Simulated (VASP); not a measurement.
Input:

```
CELL_PARAMETERS angstrom
     -1.54587     1.54587     1.54587
      1.54587    -1.54587     1.54587
      1.54587     1.54587    -1.54587
ATOMIC_POSITIONS crystal
  W  0.00000 0.00000 0.00000
```

Method: PBE GGA, VASP's PBE PAW potentials (set 64) (plane waves; VASP 6.6.1). Run with 300 eV cut-off, 12×12×12 Γ-centred mesh, Fermi-Dirac smearing of 0.10 eV, potentials W_sv.

At this cut-off the stress carries a Pulay error, which pulls relaxed volumes low.

Problem. Give the stress tensor in GPa (positive for a compressed cell).

Solution. 
```
31.60   0.00   0.00
 0.00  31.60   0.00
 0.00   0.00  31.60
```
The pressure is its mean diagonal, 31.60 GPa.

The structure is a typed W crystal (Im-3m). The cell was not relaxed at this level.
